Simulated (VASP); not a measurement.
# Al2C3 (P4/mmm) in VASP: notebook

One crystal, Al2C3, is run at these levels: PBE; tasks: single point, relaxation of cell and atoms.

Program: VASP 6.6.1. These are calculated values, not measurements. Logs are shortened: lines on timing, memory, paths and dates and some standing lists are left out, and cuts for length are marked.

### 1 The cell of the first run

Symmetry: P4/mmm, No. 123, tetragonal system. Conventional cell: a = 3.745 Å, b = 3.745 Å, c = 3.661 Å, α = 90.00°, β = 90.00°, γ = 90.00°. Al (site symmetry mmm) has 4 C at 2.20 Å as nearest neighbours. Around C (site symmetry 4mm) lie 1 C at 1.37 Å. C (site symmetry 4/mmm) is surrounded by 8 Al at 2.62 Å and 8 C at 2.74 Å.

The cell was built by a generator and needn't be a form met in nature.

### 2 Single point, PBE (random cell by space group and Wyckoff sites (P4/mmm, No. 123))

Input file INCAR:

```
PREC = Accurate
ENCUT = 520
EDIFF = 1E-7
ISMEAR = 0
SIGMA = 0.1
LREAL = False
LASPH = True
NELM = 60
ALGO = Normal
ISIF = 2
LWAVE = False
LCHARG = False
GGA = PE
NBANDS = 17
```

Input file KPOINTS:

```
Automatic mesh
0
Gamma
  4 4 6
```

Input file POSCAR:

```
Al2C3
1.0
    3.7452950747      0.0000000000      0.0000000000
    0.0000000000      3.7452950747      0.0000000000
    0.0000000000      0.0000000000      3.6609991631
Al C
2 3
Direct
    0.0000000000      0.5000000000      0.5000000000
    0.5000000000      0.0000000000      0.5000000000
    0.5000000000      0.5000000000      0.1872033924
    0.5000000000      0.5000000000      0.8127966076
    0.0000000000      0.0000000000      0.0000000000
```

Potentials or basis: VASP PAW PBE potentials, release 64 (Al, C).

The run is started by

```console
$ cat potpaw_PBE.64/Al/POTCAR potpaw_PBE.64/C/POTCAR > POTCAR
$ mpirun -np 1 vasp_std > vasp.out
```

OUTCAR:

```text
PREC = Accurate
   ENCUT = 520
   EDIFF = 1E-7
   ISMEAR = 0
   LREAL = False
   LASPH = True
   NELM = 60
   ISIF = 2
   GGA = PE

 ion  position               nearest neighbor table
   1  0.000  0.500  0.500-   3 2.20   4 2.20   3 2.20   4 2.20   5 2.62   5 2.62   5 2.62   5 2.62
                             2 2.65   2 2.65   2 2.65   2 2.65
   2  0.500  0.000  0.500-   3 2.20   4 2.20   3 2.20   4 2.20   5 2.62   5 2.62   5 2.62   5 2.62
                             1 2.65   1 2.65   1 2.65   1 2.65
   3  0.500  0.500  0.187-   4 1.37   2 2.20   1 2.20   2 2.20   1 2.20
   4  0.500  0.500  0.813-   3 1.37   2 2.20   1 2.20   2 2.20   1 2.20
   5  0.000  0.000  0.000-   1 2.62   2 2.62   1 2.62   2 2.62   1 2.62   1 2.62   2 2.62   2 2.62

  LATTYP: Found a simple tetragonal cell.
 ALAT       =     3.7452950747
 C/A-ratio  =     0.9774928517

  Lattice vectors:

 A1 = (   3.7452950747,   0.0000000000,   0.0000000000)
 A2 = (   0.0000000000,   3.7452950747,   0.0000000000)
 A3 = (   0.0000000000,   0.0000000000,   3.6609991631)

Analysis of symmetry for initial positions (statically):
=====================================================================
 Subroutine PRICEL returns:
 Original cell was already a primitive cell.

 Routine SETGRP: Setting up the symmetry group for a
 simple tetragonal supercell.

 Subroutine GETGRP returns: Found 16 space group operations
 (whereof 16 operations were pure point group operations)
 out of a pool of 16 trial point group operations.

The static configuration has the point symmetry D_4h.

Analysis of symmetry for dynamics (positions and initial velocities):
=====================================================================
 Subroutine PRICEL returns:
 Original cell was already a primitive cell.

 Routine SETGRP: Setting up the symmetry group for a
 simple tetragonal supercell.

 Subroutine GETGRP returns: Found 16 space group operations
 (whereof 16 operations were pure point group operations)
 out of a pool of 16 trial point group operations.

The dynamic configuration has the point symmetry D_4h.

 Subroutine INISYM returns: Found 16 space group operations
 (whereof 16 operations are pure point group operations),
 and found     1 'primitive' translations

----------------------------------------------------------------------------------------

                                     Primitive cell

  volume of cell :      51.3537

  direct lattice vectors                    reciprocal lattice vectors
     3.745295075  0.000000000  0.000000000     0.267001659  0.000000000  0.000000000
     0.000000000  3.745295075  0.000000000     0.000000000  0.267001659  0.000000000
     0.000000000  0.000000000  3.660999163     0.000000000  0.000000000  0.273149475

  length of vectors
     3.745295075  3.745295075  3.660999163     0.267001659  0.267001659  0.273149475

  position of ions in fractional coordinates (direct lattice)
     0.000000000  0.500000000  0.500000000
     0.500000000  0.000000000  0.500000000
     0.500000000  0.500000000  0.187203392
     0.500000000  0.500000000  0.812796608
     0.000000000  0.000000000  0.000000000

  ion indices of the primitive-cell ions
   primitive index   ion index
                 1           1
                 2           2
                 3           3
                 4           4
                 5           5

----------------------------------------------------------------------------------------

 KPOINTS: Automatic mesh

Automatic generation of k-mesh.
 Grid dimensions read from file:
 generate k-points for:    4    4    6

 Generating k-lattice:

  Cartesian coordinates                     Fractional coordinates (reciprocal lattice)
     0.066750415  0.000000000  0.000000000     0.250000000  0.000000000  0.000000000
     0.000000000  0.066750415  0.000000000     0.000000000  0.250000000  0.000000000
     0.000000000  0.000000000  0.045524913     0.000000000  0.000000000  0.166666667

  Length of vectors
     0.066750415  0.066750415  0.045524913

  Shift w.r.t. Gamma in fractional coordinates (k-lattice)
     0.000000000  0.000000000  0.000000000

 Subroutine IBZKPT returns following result:
 ===========================================

 Found     24 irreducible k-points:

 Following reciprocal coordinates:
            Coordinates               Weight
  0.000000  0.000000  0.000000      1.000000
  0.250000  0.000000  0.000000      4.000000
  0.500000  0.000000  0.000000      2.000000
  0.250000  0.250000  0.000000      4.000000
  0.500000  0.250000  0.000000      4.000000
  0.500000  0.500000  0.000000      1.000000
[... 16 lines left out ...]
  0.500000  0.250000  0.500000      4.000000
  0.500000  0.500000  0.500000      1.000000
   k-points           NKPTS =     24   k-points in BZ     NKDIM =     24   number of bands    NBANDS=     17
   number of dos      NEDOS =    301   number of ions     NIONS =      5
   total plane-waves  NPLWV =  21952
   dimension x,y,z NGX =    28 NGY =   28 NGZ =   28
   dimension x,y,z NGXF=    56 NGYF=   56 NGZF=   56
   ions per type =               2   3
   NGX,Y,Z   is equivalent  to a cutoff of  12.43, 12.43, 12.71 a.u.
   NGXF,Y,Z  is equivalent  to a cutoff of  24.86, 24.86, 25.43 a.u.
 SYSTEM =  unknown system
   PREC   = accura    normal or accurate (medium, high low for compatibility)
   ISTART =      0    job   : 0-new  1-cont  2-samecut
   ICHARG =      2    charge: 1-file 2-atom 10-const
   ISPIN  =      1    spin polarized calculation?
   LNONCOLLINEAR =      F non collinear calculations
   LSORBIT =      F    spin-orbit coupling
   LASPH  =      T    aspherical Exc in radial PAW
   ENCUT  =  520.0 eV  38.22 Ry    6.18 a.u.   6.96  6.96  6.81*2*pi/ulx,y,z
   NELM   =     60;   NELMIN=  2; NELMDL= -5     # of ELM steps
   EDIFF  = 0.1E-06   stopping-criterion for ELM
   LREAL  =      F    real-space projection
   EDIFFG = 0.1E-05   stopping-criterion for IOM
   NSW    =      0    number of steps for IOM
   IBRION =     -1    ionic relax: 0-MD 1-quasi-New 2-CG
   NFREE  =      0    steps in history (QN), initial steepest desc. (CG)
   ISIF   =      2    stress and relaxation
   ISYM   =      2    0-nonsym 1-usesym 2-fastsym
   POTIM  = 0.5000    time-step for ionic-motion
   TEBEG  =    0.0;   TEEND  =   0.0 temperature during run
   PSTRESS=    0.0 pullay stress
   NELECT =      18.0000    total number of electrons
   NUPDOWN=      -1.0000    fix difference up-down
   EMIN   =  10.00;   EMAX   =-10.00  energy-range for DOS
   EFERMI =   0.00;   METHOD = LEGACY
   ISMEAR =     0;   SIGMA  =   0.10  broadening in eV -4-tet -1-fermi 0-gaus
   EFERMI_NEDOS =   21; number of points for ismear=-14 and -15
   IALGO  =     38    algorithm
   IMIX   =      4    mixing-type and parameters
     AMIX     =   0.40;   BMIX     =  1.00
     AMIX_MAG =   1.60;   BMIX_MAG =  1.00
  volume/ion in A,a.u.               =      10.27        69.31
  Fermi-wavevector in a.u.,A,eV,Ry     =   1.154273  2.181259 18.127661  1.332346
  Thomas-Fermi vector in A             =   2.290910
   LORBIT       =      0    0 simple, 1 ext, 2 COOP (PROOUT), +10 PAW based schemes
   GGA     = PE    functional components
   LHFCALC =     F    Hartree Fock is set to
   AEXX    =    0.0000 exact exchange contribution
   IVDW    =     0    specifies the selected vdW correction
   LEPSILON=     F    determine dielectric tensor
   LRPA    =     F    only Hartree local field effects (RPA)
 non-spin polarized calculation
 Gauss-broadening in eV      SIGMA  =   0.10
  energy-cutoff  :      520.00
  volume of cell :       51.35
 maximum number of plane-waves:      1402
 NGX is ok and might be reduce to    28
   NGX = 13   NGY = 13   NGZ = 13

 number of electron      18.0000001 magnetization

 Free energy of the ion-electron system (eV)
  ---------------------------------------------------
  ext. energy  EPLUGINS =         0.00000000
  ---------------------------------------------------
  free energy    TOTEN  =       -27.26700725 eV

  energy without entropy =      -27.25194096  energy(sigma->0) =      -27.25947410

 E-fermi :   7.9402     XC(G=0): -11.2637

 val. band max:        7.9363880471   @ k =   0.2500   0.2500   0.3333
 cond. band min:       7.9816023381   @ k =   0.2500   0.0000   0.3333
 fundamental gap:      0.0452142909
 Fermi energy:         7.9402060922

 k-point     1 :       0.0000    0.0000    0.0000
  band No.  band energies     occupation
      1      -8.2429      2.00000
      2      -1.8976      2.00000
      3       0.2356      2.00000
      4       1.6019      2.00000
      5       1.8843      2.00000
      6       1.8843      2.00000
[... 9 lines left out ...]
     16      15.2101      0.00000
     17      15.2471      0.00000

 k-point     2 :       0.2500    0.0000    0.0000
  band No.  band energies     occupation
      1      -7.9004      2.00000
      2      -2.7996      2.00000
      3       0.0478      2.00000
      4       1.9375      2.00000
      5       2.2661      2.00000
      6       2.4816      2.00000
[... 9 lines left out ...]
     16      15.9459      0.00000
     17      16.5444      0.00000

 k-point     3 :       0.5000    0.0000    0.0000
  band No.  band energies     occupation
      1      -7.4405      2.00000
      2      -3.7864      2.00000
      3       0.0636      2.00000
      4       2.4160      2.00000
      5       2.8164      2.00000
      6       3.2866      2.00000
[... 392 lines left out ...]
 k-point    23 :       0.5000    0.2500    0.5000
  band No.  band energies     occupation
      1      -6.2565      2.00000
      2      -3.2780      2.00000
      3      -1.9971      2.00000
      4       0.8062      2.00000
      5       2.4463      2.00000
      6       2.9039      2.00000
[... 9 lines left out ...]
     16      17.3949      0.00000
     17      18.4015      0.00000

 k-point    24 :       0.5000    0.5000    0.5000
  band No.  band energies     occupation
      1      -6.0959      2.00000
      2      -2.9034      2.00000
      3      -1.3850      2.00000
      4       1.4626      2.00000
      5       1.4626      2.00000
      6       2.4521      2.00000
[... 9 lines left out ...]
     16      18.6916      0.00000
     17      18.6916      0.00000

------------------------ aborting loop because EDIFF is reached ----------------------------------------

  FORCE on cell =-STRESS in cart. coord.  units (eV):
  Direction    XX          YY          ZZ          XY          YZ          ZX
  --------------------------------------------------------------------------------------
  -------------------------------------------------------------------------------------
  Total       -0.0255260     -0.0255260      0.0643660      0.0000000      0.0000000      0.0000000
  in kB       -0.7963829     -0.7963829      2.0081468      0.0000000      0.0000000      0.0000000
  external PRESSURE =       0.1384603 kB  Pullay stress =       0.0000000 kB

 VOLUME and BASIS-vectors are now :
 -----------------------------------------------------------------------------
  energy-cutoff  :      520.00
  volume of cell :       51.35
      direct lattice vectors                 reciprocal lattice vectors
     3.745295075  0.000000000  0.000000000     0.267001659  0.000000000  0.000000000
     0.000000000  3.745295075  0.000000000     0.000000000  0.267001659  0.000000000
     0.000000000  0.000000000  3.660999163     0.000000000  0.000000000  0.273149475

 POSITION                                       TOTAL-FORCE (eV/Angst)
 -----------------------------------------------------------------------------------
      0.00000      1.87265      1.83050         0.000000      0.000000      0.000000
      1.87265      0.00000      1.83050         0.000000      0.000000      0.000000
      1.87265      1.87265      0.68535         0.000000     -0.000000      0.062693
      1.87265      1.87265      2.97565         0.000000      0.000000     -0.062693
      0.00000      0.00000      0.00000         0.000000      0.000000      0.000000
 -----------------------------------------------------------------------------------
    total drift:                                0.000000      0.000000     -0.000000

  FREE ENERGIE OF THE ION-ELECTRON SYSTEM (eV)
  ---------------------------------------------------
  free  energy   TOTEN  =       -27.2670072513 eV

  energy  without entropy=      -27.2519409576  energy(sigma->0) =      -27.25947410
```

Run time: 31 s. Hardware: 1 thread of Intel Xeon Platinum 8175M at 2.50GHz (Skylake/Cascade Lake), shared host; peak memory 0.15 GiB.

Results:

* Free energy: -27.2670 eV
* Pressure: 0.0 GPa
* Largest force: 0.063 eV/Å
* Band gap on the k mesh: none (metal or under the smearing width)

Forces on the atoms (eV/Å):
```
Al   0.000  0.000  0.000
Al   0.000  0.000  0.000
C    0.000  0.000  0.063
C    0.000  0.000 -0.063
C    0.000  0.000  0.000
```

Levels at points of the mesh, in eV from the Fermi level:
```
           k point  band 5  band 6  band 7  band 8  band 9  band 10  band 11  band 12  band 13  band 14
(0.00, 0.00, 0.00)   -6.06   -6.06   -0.36    0.56    0.56     0.66     1.01     1.98     1.98     5.44
(0.50, 0.00, 0.00)   -5.12   -4.65   -2.62   -2.54   -1.92     0.39     2.32     2.83     5.07     6.05
(0.50, 0.50, 0.00)   -7.38   -5.11   -1.32    0.29    0.29     0.67     1.20     1.20     3.49     3.49
(0.00, 0.00, 0.50)   -4.43   -4.27   -2.59   -2.59   -0.90     1.07     1.07     3.05     3.49     5.44
(0.50, 0.00, 0.50)   -3.49   -3.11   -2.76   -1.79   -0.84     0.14     0.36     1.76     2.59     6.92
(0.50, 0.50, 0.50)   -6.48   -5.49   -5.20   -5.20   -0.77     1.82     1.82     6.02     7.44     7.44
```

Caveat: the k mesh is coarse (spacing up to 0.42 Å⁻¹), so the values aren't converged.

### 3 Relaxation of cell and atoms, PBE (random cell by space group and Wyckoff sites (P4/mmm, No. 123))

Input file INCAR:

```
SYSTEM = Al2C3
ALGO = Normal
EDIFF = 1E-6
EDIFFG = -0.04
ENCUT = 600
GGA = PE
IBRION = 2
ISIF = 3
ISMEAR = 0
LASPH = .True.
LCHARG = .False.
LREAL = .False.
LWAVE = .False.
NELM = 60
NSW = 90
PREC = Accurate
SIGMA = 0.1
```

Input file KPOINTS:

```
k-points
0
Gamma
  4 4 6
  0 0 0
```

Input file POSCAR:

```
Al2C3
1.0
    3.7407985830      0.0000000000      0.0000000000
    0.0000000000      3.7407985830      0.0000000000
    0.0000000000      0.0000000000      3.6551057261
Al C
2 3
Direct
    0.0000000000      0.5000000000      0.5000000000
    0.5000000000      0.0000000000      0.5000000000
    0.5000000000      0.5000000000      0.1877894388
    0.5000000000      0.5000000000      0.8122105612
    0.0000000000      0.0000000000      0.0000000000
```

Potentials or basis: VASP PAW PBE potentials, release 64 (Al, C).

The run is started by

```console
$ cat potpaw_PBE.64/Al/POTCAR potpaw_PBE.64/C/POTCAR > POTCAR
$ mpirun -np 1 vasp_std > vasp.out
```

Wall time 27 s (1 thread of Intel Xeon Platinum 8175M at 2.50GHz (Skylake/Cascade Lake), shared host); peak memory 0.16 GiB.

It converged, with:

```
Free energy                  : -27.2688 eV
Pressure after relaxing      : 0.4 GPa
Largest force after relaxing : 0.037 eV/Å
Band gap on the k mesh       : none (metal or under the smearing width)
```

Forces in eV/Å, atoms in the order of the input:
```
Al   0.000  0.000  0.000
Al   0.000  0.000  0.000
C    0.000  0.000 -0.037
C    0.000  0.000  0.037
C    0.000  0.000  0.000
```

Stress tensor (GPa, compression positive):
```
0.34 0.00 0.00
0.00 0.34 0.00
0.00 0.00 0.45
```

Final structure:
```
Al C
1.0
     3.74080    0.00000    0.00000
     0.00000    3.74080    0.00000
     0.00000    0.00000    3.65511
Al C
2 3
Direct
  0.00000 0.50000 0.50000
  0.50000 0.00000 0.50000
  0.50000 0.50000 0.18779
  0.50000 0.50000 0.81221
  0.00000 0.00000 0.00000
```

Levels at points of the mesh, in eV from the Fermi level:
| k point | band 7 | band 8 | band 9 | band 10 | band 11 | band 12 |
| --- | --- | --- | --- | --- | --- | --- |
| (0.00, 0.00, 0.00) | -0.36 | 0.57 | 0.57 | 0.67 | 1.03 | 1.97 |
| (0.50, 0.00, 0.00) | -2.63 | -2.55 | -1.93 | 0.41 | 2.31 | 2.83 |
| (0.50, 0.50, 0.00) | -1.32 | 0.28 | 0.28 | 0.69 | 1.21 | 1.21 |
| (0.00, 0.00, 0.50) | -2.61 | -2.61 | -0.86 | 1.08 | 1.08 | 3.05 |
| (0.50, 0.00, 0.50) | -2.75 | -1.81 | -0.85 | 0.13 | 0.38 | 1.77 |
| (0.50, 0.50, 0.50) | -5.21 | -5.21 | -0.73 | 1.84 | 1.84 | 6.05 |

Caveat: the k mesh is coarse (spacing up to 0.42 Å⁻¹), so the values aren't converged; the relaxation stopped at its first step, so nothing moved.
